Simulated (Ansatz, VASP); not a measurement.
# ErB2: VASP beside Ansatz, part 2 of 2

Aim: how closely do two programs agree when they are given the same cell, functional and k mesh?

VASP 6.6.1 and Ansatz 0.2.0.

So far. Step 2 (Ansatz: single point, LDA): The run ends at a pressure of -11.57 GPa.

In doubt: a part-filled 4f shell, where there is one, can sit in one of many states, so energies may not be the lowest and differences between runs may mislead; derivatives with an open 4f shell can jump between states, which bears on forces and vibrations.

**3. VASP: single point, LDA**

Level of this step: LDA, spin-polarised from a ferromagnetic start (one magnetic atom a cell); plane waves and PAW (Er, B) (VASP).

The same cell, functional (in two slightly different forms), mesh and smearing now go to VASP, with its own data sets and cutoff.

Lines of VASP's logs that name or quote its potential files are left out, and so is its time.

INCAR reads:

```
SYSTEM = ErB2
PREC = Accurate
ENCUT = 420
EDIFF = 1E-06
NELM = 150
ISMEAR = 0
SIGMA = 0.05
LREAL = .FALSE.
ALGO = Normal
GGA = CA
NBANDS = 21
ISPIN = 2
MAGMOM = 3 0 0
LASPH = .TRUE.
LMAXMIX = 6
AMIX = 0.2
BMIX = 1E-04
AMIX_MAG = 0.8
BMIX_MAG = 1E-04
LORBIT = 11
LWAVE = .TRUE.
LCHARG = .TRUE.
KPAR = 2
```

POSCAR reads:

```
ErB2
1.0
    3.2800000000      0.0000000000      0.0000000000
   -1.6400000000      2.8405633244      0.0000000000
    0.0000000000      0.0000000000      3.7900000000
Er B
1 2
Direct
    0.0000000000      0.0000000000      0.0000000000
    0.6666666667      0.3333333333      0.5000000000
    0.3333333333      0.6666666667      0.5000000000
```

KPOINTS reads:

```
Automatic mesh
0
Gamma
5 5 4
0 0 0
```

Potentials, in the order of the species: Er and B (PBE family, release 64).

Run with:

```
$ mpirun -np 2 vasp_std
```

Numbers of over 12 decimals in the logs are rounded to 6 here.

The program printed:

```text
[banner, memory and clock lines left out]
running    2 mpi-ranks, on    1 nodes
 distrk:  each k-point on    1 cores,    2 groups
 distr:  one band on    1 cores,    1 groups

 POSCAR found type information on POSCAR ErB
 POSCAR found :  2 types and       3 ions
|                                                                             |
|               ----> ADVICE to this user running VASP <----                  |
|                                                                             |
|     You enforced a specific xc type in the INCAR file but a different       |
|     [... a line on the potential file left out ...]
|     I HOPE YOU KNOW WHAT YOU ARE DOING!                                     |
|                                                                             |

 LDA part: xc-table for (Slater(with rela. corr.)+CA(PZ))
 , standard interpolation
 POSCAR, INCAR and KPOINTS ok, starting setup
 FFT: planning ... GRIDC
 FFT: planning ... GRID_SOFT
 FFT: planning ... GRID
 WAVECAR not read
 entering main loop
       N       E                     dE             d eps       ncg     rms          rms(c)
DAV:   1     0.136291189272E+03    0.13629E+03   -0.93623E+03  1885   0.620E+03
DAV:   2    -0.672095466825E-01   -0.13636E+03   -0.12335E+03  1780   0.517E+02
DAV:   3    -0.230349732521E+02   -0.22968E+02   -0.21296E+02  1820   0.147E+02
DAV:   4    -0.262447151876E+02   -0.32097E+01   -0.31334E+01  2388   0.433E+01
DAV:   5    -0.266076055731E+02   -0.36289E+00   -0.36072E+00  2169   0.153E+01    0.530E+01
DAV:   6    -0.397407234632E+02   -0.13133E+02   -0.14941E+02  1440   0.362E+02    0.251E+02
DAV:   7    -0.346139167379E+02    0.51268E+01   -0.52179E+00  2403   0.484E+01    0.215E+02
DAV:   8    -0.216104216391E+02    0.13003E+02   -0.40858E+01  1766   0.166E+02    0.850E+01
DAV:   9    -0.223059985861E+02   -0.69558E+00   -0.44440E+00  2486   0.249E+01    0.535E+01
DAV:  10    -0.227636882336E+02   -0.45769E+00   -0.50680E-01  2227   0.236E+01    0.425E+01
DAV:  11    -0.217874099009E+02    0.97628E+00   -0.72404E+00  1606   0.743E+01    0.690E+01
DAV:  12    -0.216856709161E+02    0.10174E+00   -0.29517E-01  2472   0.119E+01    0.659E+01
DAV:  13    -0.216610484369E+02    0.24622E-01   -0.12280E+00  1672   0.297E+01    0.675E+01
DAV:  14    -0.215518231475E+02    0.10923E+00   -0.17383E-01  2304   0.121E+01    0.793E+01
[...]
DAV:  34    -0.216253014614E+02    0.45393E-03   -0.38540E-04  2434   0.536E-01    0.104E+00
DAV:  35    -0.216244094498E+02    0.89201E-03   -0.19270E-03  2001   0.132E+00    0.469E-01
DAV:  36    -0.216245520230E+02   -0.14257E-03   -0.23547E-04  2265   0.310E-01    0.520E-01
DAV:  37    -0.216243879771E+02    0.16405E-03   -0.18627E-04  2231   0.384E-01    0.482E-01
DAV:  38    -0.216243184266E+02    0.69550E-04   -0.13764E-04  2227   0.431E-01    0.144E-01
DAV:  39    -0.216243112211E+02    0.72055E-05   -0.40914E-05  2433   0.163E-01    0.148E-01
DAV:  40    -0.216243099060E+02    0.13152E-05   -0.11651E-05  1843   0.671E-02    0.126E-01
DAV:  41    -0.216243107980E+02   -0.89208E-06   -0.36798E-06  1086   0.535E-02
   1 F= -.21624311E+02 E0= -.21617899E+02  d E =-.128237E-01  mag=     2.7573
 writing wavefunctions
```

Parts of OUTCAR (step 3):

```text
ion  position               nearest neighbor table
   1  0.000  0.000  0.000-   2 2.68   3 2.68   2 2.68   3 2.68   3 2.68   3 2.68   2 2.68   2 2.68
                             2 2.68   2 2.68   3 2.68   3 2.68
   2  0.667  0.333  0.500-   3 1.89   3 1.89   3 1.89   1 2.68   1 2.68   1 2.68   1 2.68   1 2.68
                             1 2.68
   3  0.333  0.667  0.500-   2 1.89   2 1.89   2 1.89   1 2.68   1 2.68   1 2.68   1 2.68   1 2.68
                             1 2.68

  LATTYP: Found a hexagonal cell.
 ALAT       =     3.2800000000
 C/A-ratio  =     1.1554878049

 Subroutine GETGRP returns: Found 24 space group operations
 (whereof 24 operations were pure point group operations)

The static configuration has the point symmetry D_6h.

 Found     15 irreducible k-points:

   k-points           NKPTS =     15   k-points in BZ     NKDIM =     15   number of bands    NBANDS=     21

   dimension x,y,z NGX =    24 NGY =   24 NGZ =   28
   dimension x,y,z NGXF=    48 NGYF=   48 NGZF=   56

   ENCUT  =  420.0 eV  30.87 Ry    5.56 a.u.   5.48  5.48  6.33*2*pi/ulx,y,z

   NELECT =      28.0000    total number of electrons

 k-points in reciprocal lattice and weights: Automatic mesh
   0.00000000  0.00000000  0.00000000       0.010
   0.20000000 -0.00000000  0.00000000       0.060
   0.40000000  0.00000000  0.00000000       0.060
   0.20000000  0.20000000  0.00000000       0.060
   0.40000000  0.20000000  0.00000000       0.060
   0.00000000  0.00000000  0.25000000       0.020
   0.20000000 -0.00000000  0.25000000       0.120
   0.40000000  0.00000000  0.25000000       0.120
   0.20000000  0.20000000  0.25000000       0.120
[...]
0.20000000  0.20000000  0.50000000       0.060
   0.40000000  0.20000000  0.50000000       0.060

 average (electrostatic) potential at core
       1 -35.7900       2 -27.3383       3 -27.3383

 E-fermi :   3.9183

 spin component 1
 k-point     1 :       0.0000    0.0000    0.0000
  band No.  band energies     occupation
    ...
     12       2.2641      1.00000
     13       3.3071      1.00000
     14       3.3311      1.00000
     15       3.3311      1.00000
     16       3.5170      1.00000
     17       9.9469      0.00000
     18      10.1486      0.00000
     19      10.1486      0.00000
     20      10.4715      0.00000
     21      10.4715      0.00000

 k-point     2 :       0.2000   -0.0000    0.0000
  band No.  band energies     occupation
    ...
     11       1.9275      1.00000
     12       2.1623      1.00000
     13       2.2178      1.00000
     14       2.8562      1.00000
     15       3.2911      1.00000
     16       4.2822      0.00000
     17       8.0510      0.00000
     18       9.7400      0.00000
     19       9.8314      0.00000
     20      10.1281      0.00000
    ...

 k-point     3 :       0.4000    0.0000    0.0000
  band No.  band energies     occupation
    ...
     12       2.0835      1.00000
     13       2.1099      1.00000
     14       2.1664      1.00000
     15       3.1168      1.00000
     16       3.9183      0.50071
     17       7.7615      0.00000
     18       9.3765      0.00000
     19      10.1200      0.00000
     20      10.8419      0.00000
     21      11.7990      0.00000

 k-point     4 :       0.2000    0.2000    0.0000
  band No.  band energies     occupation
    ...
     11       1.7678      1.00000
     12       2.0975      1.00000
     13       2.1333      1.00000
     14       2.3482      1.00000
     15       2.5459      1.00000
     16       5.9132      0.00000
     17       6.6417      0.00000
     18       7.2645      0.00000
     19      11.5357      0.00000
     20      12.5638      0.00000
    ...

 k-point     5 :       0.4000    0.2000    0.0000
  band No.  band energies     occupation
    ...
     11       1.7860      1.00000
     12       2.0722      1.00000
     13       2.0987      1.00000
     14       2.1703      1.00000
     15       2.6701      1.00000
     16       5.0381      0.00000
     17       6.0561      0.00000
     18       9.1421      0.00000
     19      10.9428      0.00000
     20      12.5465      0.00000
    ...

 k-point     6 :       0.0000    0.0000    0.2500
  band No.  band energies     occupation
    ...
     11       2.0965      1.00000
     12       2.0965      1.00000
     13       2.2643      1.00000
     14       3.8655      0.93256
     15       3.8655      0.93256
     16       6.1175      0.00000
     17       7.9179      0.00000
     18       7.9179      0.00000
     19       8.8753      0.00000
     20       8.8753      0.00000
    ...

  Total       -3.0582503     -3.0582503     -1.2275723      0.0000000      0.0000000      0.0000000
  in kB     -138.7605705   -138.7605705    -55.6980678      0.0000000      0.0000000      0.0000000
  external PRESSURE =    -111.0730696 kB  Pullay stress =       0.0000000 kB

  energy-cutoff  :      420.00
  volume of cell :       35.31
      direct lattice vectors                 reciprocal lattice vectors
     3.280000000  0.000000000  0.000000000     0.304878049  0.176021424  0.000000000
    -1.640000000  2.840563324  0.000000000     0.000000000  0.352042847  0.000000000
     0.000000000  0.000000000  3.790000000     0.000000000  0.000000000  0.263852243

 POSITION                                       TOTAL-FORCE (eV/Angst)
 -----------------------------------------------------------------------------------
      0.00000      0.00000      0.00000         0.000000      0.000000      0.000000
      1.64000      0.94685      1.89500         0.000000     -0.000000      0.000000
     -0.00000      1.89371      1.89500        -0.000000      0.000000      0.000000
 -----------------------------------------------------------------------------------
    total drift:                                0.000000      0.000000     -0.000000

  FREE ENERGIE OF THE ION-ELECTRON SYSTEM (eV)
  ---------------------------------------------------
  free  energy   TOTEN  =       -21.6243107980 eV

  energy  without entropy=      -21.6114871143  energy(sigma->0) =      -21.61789896

 total charge
# of ion       s       p       d       f       tot
--------------------------------------------------
    1        2.088   5.829   0.597  11.184  19.697
    2        0.651   1.136   0.000   0.000   1.787
    3        0.651   1.136   0.000   0.000   1.787
--------------------------------------------------
tot          3.389   8.101   0.597  11.184  23.271

 magnetization (x)
# of ion       s       p       d       f       tot
--------------------------------------------------
    1        0.001  -0.012   0.035   2.617   2.641
    2       -0.000   0.030   0.000   0.000   0.030
    3       -0.000   0.030   0.000   0.000   0.030
--------------------------------------------------
tot         -0.000   0.049   0.035   2.617   2.701

[... 6 further parts left out ...]
```

The cell holds one magnetic atom, so no antiferromagnetic order fits into it. The k-mesh is coarse for a metal. Without U or exact exchange, f electrons of an open shell come out too delocalised. The PAW data sets were made with PBE, a small mismatch for LDA.

**4. Side by side**

Known differences besides the potentials themselves: the two LDA forms differ slightly; Ansatz makes its cores anew for this functional, VASP keeps those of its PBE data sets; VASP's log shows a relativistic correction to its local exchange, Ansatz's none; site moments are counted in spheres of each program's own size. Total energies have different zeros and are not compared.

Both answers:

| quantity | Ansatz | VASP | difference |
| --- | --- | --- | --- |
| pressure (GPa) | -11.57 | -11.11 | -0.46 |
| pressure without Ansatz's Pulay correction (GPa) | -11.71 | -11.11 | -0.60 |
| total moment (μB) | 2.81 | 2.76 | +0.05 |
| moment on Er1 (μB) | 2.69 | 2.64 | +0.05 |

VASP's last cycles still show a density residual of 1e-02, so its state may not be settled. Ansatz's pressure holds a Pulay correction of 0.14 GPa; VASP's holds none.

**5. What the set-up changes**

Further runs change the set-up of one program: Ansatz's method, potentials or start, or VASP's data sets, cutoff or form of LDA. The table gives Ansatz less VASP for each quantity, since a change that brings one quantity closer may part another.

| run | pressure (GPa) | total moment (μB) |
| --- | --- | --- |
| as above | -0.46 | 0.048 |
| Ansatz's all-electron LAPW method | -0.44 | 0.046 |

**6. What came out**

| Quantity | Value |
| --- | --- |
| difference in total moment (single point, LDA) | 0.048 μB |

**Reading.** The difference in total moment is 0.048 μB (single point, LDA). For single point, LDA, no further run moves any of the tabulated differences by more than a quarter of its size. With an open f shell each run may end in another orbital state, so the all-electron run is no sure referee here. How closely two codes agree says nothing of how well the functional describes the real material.

[Lines on the potential files, build, host, timing and source positions are cut from VASP's logs without a mark.]

[Logs are printed without paths, hosts, clocks, repeated set-up lines and the standing remarks that a program may print on its own settings, such as how far it seeks lower states.]

[Hosts, paths, dates, database ids (printed as entryN), source tags and the programs' standing remarks are cut or masked in the printed files.]
